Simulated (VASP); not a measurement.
Calculation: r2SCAN meta-GGA, VASP's PBE PAW potentials (set 64) (plane waves; VASP).

The input files of a VASP run:

**KPOINTS**
```
Automatic mesh
0
Gamma
16 16 16
0 0 0
```

### INCAR
```
! general
SYSTEM =W
PREC   =Accurate
ENCUT  =500   ! plane-wave cut-off (eV)
LREAL  =.FALSE.   ! projection in real space or not
LASPH  =.TRUE.   ! aspherical one-centre terms

! electronic loop
EDIFF  =1E-6   ! SCF stop (eV)
NELM   =100
ALGO   =Normal
LMAXMIX=6   ! l cut-off of mixed one-centre charges
LMIXTAU=.TRUE.

! smearing
ISMEAR =1   ! Methfessel-Paxton
SIGMA  =0.1

! functional
METAGGA=R2SCAN

! ions
IBRION =2   ! conjugate gradients
NSW    =40
ISIF   =3   ! ions, shape and volume
EDIFFG =-0.02   ! ionic stop
PSTRESS=50   ! kbar

! output
LWAVE  =.FALSE.
LCHARG =.FALSE.
```

### POSCAR
```
W
1.0
 -1.5783067939   1.5783067939   1.5783067939
  1.5783067939  -1.5783067939   1.5783067939
  1.5783067939   1.5783067939  -1.5783067939
W
1
Cartesian
  0.0000000000   0.0000000000   0.0000000000
```

POTCAR, in this order: W_sv (PBE.64 set). Program: vasp_std.

Output of the run:

### OSZICAR
```
       N       E                     dE             d eps       ncg     rms          rms(c)
DAV:   1     0.359558036292E+02    0.35956E+02   -0.79115E+03  3190   0.145E+03
DAV:   2    -0.541003890308E+02   -0.90056E+02   -0.87095E+02  3382   0.340E+02
DAV:   3    -0.556144554532E+02   -0.15141E+01   -0.15003E+01  3671   0.443E+01
DAV:   4    -0.556226195105E+02   -0.81641E-02   -0.81628E-02  3406   0.345E+00
DAV:   5    -0.556226856458E+02   -0.66135E-04   -0.66135E-04  3631   0.318E-01    0.230E+01
DAV:   6    -0.507612751550E+02    0.48614E+01   -0.22915E+00  3325   0.222E+01    0.477E+00
DAV:   7    -0.514927079945E+02   -0.73143E+00   -0.17534E-01  3211   0.541E+00    0.299E+00
DAV:   8    -0.508637032660E+02    0.62900E+00   -0.48670E-01  3247   0.939E+00    0.334E+00
DAV:   9    -0.512989981150E+02   -0.43529E+00   -0.10746E-01  3355   0.353E+00    0.153E+00
DAV:  10    -0.513486799196E+02   -0.49682E-01   -0.17091E-02  3196   0.168E+00    0.622E-01
DAV:  11    -0.513497084017E+02   -0.10285E-02   -0.28545E-03  3472   0.710E-01    0.130E-01
DAV:  12    -0.513499572687E+02   -0.24887E-03   -0.31702E-04  3244   0.257E-01    0.602E-02
DAV:  13    -0.513498625358E+02    0.94733E-04   -0.86646E-05  3286   0.135E-01    0.405E-02
DAV:  14    -0.513498556897E+02    0.68461E-05   -0.37494E-06  3526   0.258E-02    0.316E-02
DAV:  15    -0.513498456989E+02    0.99909E-05   -0.22569E-05  3379   0.667E-02    0.755E-03
DAV:  16    -0.513498432699E+02    0.24289E-05   -0.32002E-06  3386   0.212E-02    0.211E-03
DAV:  17    -0.513498445817E+02   -0.13117E-05   -0.21750E-07  1622   0.624E-03    0.101E-03
DAV:  18    -0.513498451752E+02   -0.59358E-06   -0.50416E-08  1610   0.323E-03
   1 F= -.50859057E+02 E0= -.50858792E+02  d E =-.508591E+02
```

### OUTCAR
```
------------------------ aborting loop because EDIFF is reached ----------------------------------------
  FORCE on cell =-STRESS in cart. coord.  units (eV):
  Direction    XX          YY          ZZ          XY          YZ          ZX
  --------------------------------------------------------------------------------------
  Total        0.4817509      0.4817509      0.4817509     -0.0000000     -0.0000000      0.0000000
  in kB       49.0793547     49.0793547     49.0793547     -0.0000000     -0.0000000      0.0000000
  external PRESSURE =      -0.9206453 kB  Pullay stress =      50.0000000 kB
  volume of cell :       15.73
      direct lattice vectors                 reciprocal lattice vectors
    -1.578306794  1.578306794  1.578306794     0.000000000  0.316795190  0.316795190
     1.578306794 -1.578306794  1.578306794     0.316795190  0.000000000  0.316795190
     1.578306794  1.578306794 -1.578306794     0.316795190  0.316795190  0.000000000
 POSITION                                       TOTAL-FORCE (eV/Angst)
 -----------------------------------------------------------------------------------
      0.00000      0.00000      0.00000         0.000000      0.000000      0.000000
 -----------------------------------------------------------------------------------
    total drift:                               -0.000000     -0.000000     -0.000000
  FREE ENERGIE OF THE ION-ELECTRON SYSTEM (eV)
  ---------------------------------------------------
  free  energy   TOTEN  =       -51.3498451752 eV

  energy  without entropy=      -51.3490490440  energy(sigma->0) =      -51.34957980
  enthalpy is  TOTEN    =       -50.8590574513 eV   P V=        0.4907877239

 reached required accuracy - stopping structural energy minimisation
```
(Selected blocks of OUTCAR.)

The compound is W in the bcc structure. It was relaxed first under an external pressure of 5 GPa.
